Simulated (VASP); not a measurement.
An input for Ansatz (written as the equivalent of a VASP run, and not itself run):

Ansatz 0.2 input:
```yaml
crystal:
  lattice:
    - [3.5716616, 0.0000000, 0.0000000]
    - [-1.7858308, 3.0931563, 0.0000000]
    - [0.0000000, 0.0000000, 6.8874390]
  atoms:
    - { symbol: Ge, position: [1.0000000, 1.0000000, 1.0000000] }
    - { symbol: Ge, position: [1.0000000, 0.0000000, 0.5000000] }
    - { symbol: Sn, position: [0.3333330, 0.6666670, 0.2500000] }
    - { symbol: Sn, position: [0.6666670, 0.3333330, 0.7500000] }
kpoints:
  mp_grid: { grid: [10, 10, 5] }
hamiltonian:
  xc: pbesol
  pseudopotentials: { kind: paw }
scf:
  occupations: { method: methfessel_paxton, width: 0.1 }
  max_iter: 100
relax:
  max_steps: 40
  f_tol: 0.02
  cell: { p_target: 20 }
output: { forces: true, stress: true, eigenvalues: true }
```

Task: Write the VASP files for the same calculation (PBEsol).

Result: This is not unique; one that fits is 
File KPOINTS:
```
Automatic mesh
0
Gamma
10 10 5
0 0 0
```

File POSCAR:
```
GeSn
1
    3.5716615603     0.0000000000     0.0000000000
   -1.7858307801     3.0931563310    -0.0000000000
   -0.0000000000     0.0000000000     6.8874390304
Ge Sn
2 2
Direct
  1.0000000000   1.0000000000   1.0000000000
  1.0000000000   0.0000000000   0.5000000000
  0.3333330000   0.6666670000   0.2500000000
  0.6666670000   0.3333330000   0.7500000000
```

INCAR:
```
ENCUT=500
SIGMA=0.1   ! width (eV)
LCHARG=.False.
NELM=100   ! most electronic steps
GGA=PS
PSTRESS=200
IBRION=2
ISMEAR=1   ! Methfessel-Paxton
ISIF=3   ! ions, shape and volume
LREAL=.False.   ! projection in real space or not
LASPH=.True.
LWAVE=.False.
LMAXMIX=4   ! l cut-off of mixed one-centre charges
ALGO=Normal   ! blocked Davidson
EDIFFG=-0.02   ! ionic stop
PREC=Accurate
NSW=40   ! most ionic steps
EDIFF=1E-6   ! SCF stop (eV)
SYSTEM=GeSn
```

POTCAR, in this order: Ge_d Sn_d (PBE.64 set). Program: vasp_std.

What does not carry over: each code has its own PAW files, so the cut-off isn't converted (ENCUT is set for VASP's; basis.ecutwfc is left out, and Ansatz then takes the one that its files recommend); Ansatz stops its SCF on the density residual and VASP on the energy change (EDIFF).

The structure was generated: GeSn was put into the NiAs type type (P6_3/mmc), which need not be its known phase. It was relaxed first under an external pressure of 20 GPa.
